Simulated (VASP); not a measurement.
Level of theory: r2SCAN+rVV10, VASP's PBE PAW potentials (set 64) (plane waves; VASP 6.6.1).

VASP input:

File POSCAR:
```
BaTiO3
1
    4.0770234484     0.0000000000     0.0000000000
    0.0000000000     4.0770234484     0.0000000000
    0.0000000000     0.0000000000     4.0770234484
Ba Ti O
1 1 3
Direct
  0.0000000000   0.0000000000   0.0000000000
  0.5000000000   0.5000000000   0.5000000000
  0.5000000000   0.0000000000   0.5000000000
  0.0000000000   0.5000000000   0.5000000000
  0.5000000000   0.5000000000   0.0000000000
```

INCAR:
```
SYSTEM = BaTiO3
PREC = Accurate
ENCUT = 520
EDIFF = 1E-7
NELM = 100
ALGO = Normal
LREAL = .FALSE.
LASPH = .TRUE.
ISMEAR = 0
SIGMA = 0.05
METAGGA = R2SCAN
LUSE_VDW = .TRUE.
BPARAM = 11.95
CPARAM = 0.0093
LMIXTAU = .TRUE.
LMAXMIX = 4
LWAVE = .FALSE.
LCHARG = .FALSE.
ISIF = 2
```

KPOINTS:
```
Automatic mesh
0
Gamma
6 6 6
0 0 0
```

POTCAR, in this order: Ba_sv Ti_sv O (PBE.64 set). Program: vasp_std.

Q: What will the output report for the number of irreducible k-points (NKPTS), largest plane-wave count, number of space-group operations, FFT grid (NGX, NGY, NGZ)?

A: 
```json
{
 "number of irreducible k-points (NKPTS)": "20",
 "largest_plane_wave_count": "1856",
 "number_of_space_group_operations": "48",
 "FFT grid (NGX, NGY, NGZ)": "30 × 30 × 30"
}
```

The compound is BaTiO3 in the cubic perovskite structure, the ideal cubic form; the compound distorts at low or room temperature. This cell is one point of a volume scan, at 1.06 of the reference volume.
